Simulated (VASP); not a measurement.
Output of a VASP run:

File OSZICAR:
```
       N       E                     dE             d eps       ncg     rms          rms(c)
DAV:   1     0.209583060377E+02    0.20958E+02   -0.36117E+03  1024   0.782E+02
DAV:   2    -0.139104748277E+02   -0.34869E+02   -0.33388E+02  1017   0.156E+02
DAV:   3    -0.145996912461E+02   -0.68922E+00   -0.68410E+00  1267   0.272E+01
DAV:   4    -0.146089253206E+02   -0.92341E-02   -0.92303E-02  1266   0.294E+00
DAV:   5    -0.146090870329E+02   -0.16171E-03   -0.16171E-03  1206   0.332E-01    0.138E+01
DAV:   6    -0.163706250770E+02   -0.17615E+01   -0.71986E+01  1139   0.125E+02    0.173E+01
DAV:   7    -0.126979823299E+02    0.36726E+01   -0.34810E+01  1093   0.770E+01    0.244E+00
DAV:   8    -0.126662276162E+02    0.31755E-01   -0.20745E-01  1075   0.533E+00    0.135E+00
DAV:   9    -0.126528543782E+02    0.13373E-01   -0.42509E-02  1199   0.298E+00    0.322E-01
DAV:  10    -0.126525243983E+02    0.32998E-03   -0.84138E-04  1265   0.386E-01    0.164E-01
DAV:  11    -0.126525070658E+02    0.17333E-04   -0.21270E-05  1063   0.464E-02    0.579E-03
DAV:  12    -0.126525070576E+02    0.81836E-08   -0.14842E-06   721   0.145E-02
   1 F= -.12652507E+02 E0= -.12606172E+02  d E =-.926699E-01
```

**OUTCAR**
```
------------------------ aborting loop because EDIFF is reached ----------------------------------------
  FORCE on cell =-STRESS in cart. coord.  units (eV):
  Direction    XX          YY          ZZ          XY          YZ          ZX
  --------------------------------------------------------------------------------------
  Total        0.5520709      0.5520709      0.5520709      0.0000000      0.0000000     -0.0000000
  in kB       38.1371481     38.1371481     38.1371481      0.0000000      0.0000000     -0.0000000
  external PRESSURE =      38.1371481 kB  Pullay stress =       0.0000000 kB
  volume of cell :       23.19
      direct lattice vectors                 reciprocal lattice vectors
     2.851800000  0.000000000  0.000000000     0.350655726  0.000000000  0.000000000
     0.000000000  2.851800000  0.000000000     0.000000000  0.350655726  0.000000000
     0.000000000  0.000000000  2.851800000     0.000000000  0.000000000  0.350655726
 POSITION                                       TOTAL-FORCE (eV/Angst)
 -----------------------------------------------------------------------------------
      1.42590      1.42590      1.42590         0.000000      0.000000      0.000000
      0.00000      0.00000      0.00000         0.000000      0.000000      0.000000
 -----------------------------------------------------------------------------------
    total drift:                                0.000000      0.000000     -0.000000
  FREE ENERGIE OF THE ION-ELECTRON SYSTEM (eV)
  ---------------------------------------------------
  free  energy   TOTEN  =       -12.6525070576 eV

  energy  without entropy=      -12.5598371155  energy(sigma->0) =      -12.60617209
```
(Selected blocks of OUTCAR.)

File POSCAR:
```
FeAl
1
    2.8518000000     0.0000000000     0.0000000000
    0.0000000000     2.8518000000     0.0000000000
    0.0000000000     0.0000000000     2.8518000000
Al Fe
1 1
Direct
  0.5000000000   0.5000000000   0.5000000000
  0.0000000000   0.0000000000   0.0000000000
```

Problem. Reconstruct the remaining input files.

Solution. Several could match; the one computed here: the input of the run itself, PBE GGA, plane waves, VASP's PBE PAW potentials (set 64).

INCAR:
```
SYSTEM=FeAl
PREC=Accurate; ENCUT=300; LREAL=.FALSE.
LASPH=.TRUE.
EDIFF=1E-6; NELM=100; ALGO=Normal
LMAXMIX=4
ISMEAR=-1; SIGMA=0.1
GGA=PE
ISIF=2
LWAVE=.FALSE.; LCHARG=.FALSE.
```

KPOINTS:
```
K-points
0
G
11 11 11
```

POTCAR, in this order: Al Fe (PBE.64 set). Program: vasp_std.

At this cut-off the stress carries a Pulay error, which pulls relaxed volumes low.

The structure is a typed FeAl crystal (Pm-3m). The cell was not relaxed at this level, and its volume differs by -5.9 % from the start's. The run is not spin-polarised, so no magnetic state was tried. The electron count is odd and the run is not spin-polarised, which forces a metal.
